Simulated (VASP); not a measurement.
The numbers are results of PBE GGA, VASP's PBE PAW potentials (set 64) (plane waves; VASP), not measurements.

VASP ran on this input.

KPOINTS:
```
Automatic
0
gamma
13 13 13
0 0 0
```

### INCAR
```
# general
SYSTEM  = SiNi3
PREC    = Accurate
ENCUT   = 300
LREAL   = .FALSE.
LASPH   = .TRUE.

# electronic loop
EDIFF   = 1E-6
NELM    = 100
ALGO    = Normal
LMAXMIX = 4

# smearing
ISMEAR  = -1
SIGMA   = 0.05

# functional
GGA     = PE

# ions
ISIF    = 2

# output
LWAVE   = .FALSE.
LCHARG  = .FALSE.
```

File POSCAR:
```
SiNi3
1
    3.3944650000     0.0000000000     0.0000000000
    0.0000000000     3.3944650000     0.0000000000
    0.0000000000     0.0000000000     3.3944650000
Si Ni
1 3
Direct
  0.0000000000   0.0000000000   0.0000000000
  0.0000000000   0.5000000000   0.5000000000
  0.5000000000   0.0000000000   0.5000000000
  0.5000000000   0.5000000000   0.0000000000
```

POTCAR, in this order: Si Ni (PBE.64 set). Program: vasp_std.

The resulting files:

OSZICAR:
```
       N       E                     dE             d eps       ncg     rms          rms(c)
DAV:   1     0.154939607883E+03    0.15494E+03   -0.11040E+04  3552   0.145E+03
DAV:   2    -0.197962568908E+02   -0.17474E+03   -0.16768E+03  3533   0.312E+02
DAV:   3    -0.270504715956E+02   -0.72542E+01   -0.70427E+01  3861   0.839E+01
DAV:   4    -0.271940026480E+02   -0.14353E+00   -0.14302E+00  4079   0.103E+01
DAV:   5    -0.271989952989E+02   -0.49927E-02   -0.49917E-02  4156   0.188E+00    0.216E+01
DAV:   6    -0.261907602787E+02    0.10082E+01   -0.49363E+01  4011   0.112E+02    0.148E+01
DAV:   7    -0.235145692468E+02    0.26762E+01   -0.13882E+01  3891   0.598E+01    0.522E+00
DAV:   8    -0.234295613842E+02    0.85008E-01   -0.54447E-01  3907   0.654E+00    0.145E+00
DAV:   9    -0.234145310936E+02    0.15030E-01   -0.26146E-02  4912   0.221E+00    0.566E-01
DAV:  10    -0.234124182661E+02    0.21128E-02   -0.37228E-03  4563   0.459E-01    0.158E-01
DAV:  11    -0.234123285467E+02    0.89719E-04   -0.41977E-04  5111   0.239E-01    0.493E-02
DAV:  12    -0.234123132295E+02    0.15317E-04   -0.54964E-05  3951   0.883E-02    0.137E-02
DAV:  13    -0.234123129476E+02    0.28196E-06   -0.66453E-06  3774   0.185E-02
   1 F= -.23412313E+02 E0= -.23404718E+02  d E =-.151901E-01
```

OUTCAR:
```
------------------------ aborting loop because EDIFF is reached ----------------------------------------
  FORCE on cell =-STRESS in cart. coord.  units (eV):
  Direction    XX          YY          ZZ          XY          YZ          ZX
  --------------------------------------------------------------------------------------
  Total        6.2579958      6.2579958      6.2579958      0.0000000      0.0000000     -0.0000000
  in kB      256.3491263    256.3491263    256.3491263      0.0000000      0.0000000     -0.0000000
  external PRESSURE =     256.3491263 kB  Pullay stress =       0.0000000 kB
  volume of cell :       39.11
      direct lattice vectors                 reciprocal lattice vectors
     3.394465000  0.000000000  0.000000000     0.294597234  0.000000000  0.000000000
     0.000000000  3.394465000  0.000000000     0.000000000  0.294597234  0.000000000
     0.000000000  0.000000000  3.394465000     0.000000000  0.000000000  0.294597234
 POSITION                                       TOTAL-FORCE (eV/Angst)
 -----------------------------------------------------------------------------------
      0.00000      0.00000      0.00000         0.000000      0.000000      0.000000
      0.00000      1.69723      1.69723         0.000000      0.000000      0.000000
      1.69723      0.00000      1.69723         0.000000      0.000000      0.000000
      1.69723      1.69723      0.00000         0.000000      0.000000      0.000000
 -----------------------------------------------------------------------------------
    total drift:                               -0.000000      0.000000      0.000000
  FREE ENERGIE OF THE ION-ELECTRON SYSTEM (eV)
  ---------------------------------------------------
  free  energy   TOTEN  =       -23.4123129476 eV

  energy  without entropy=      -23.3971228718  energy(sigma->0) =      -23.40471791
```
(Selected blocks of OUTCAR.)

At this cut-off the stress carries a Pulay error, which pulls relaxed volumes low.

The structure comes from a computed database's SiNi3 entry (Pm-3m); how it stands against other phases isn't given here. The cell was not relaxed at this level, and its volume differs by -5.9 % from the start's. The run is not spin-polarised, so no magnetic state was tried.
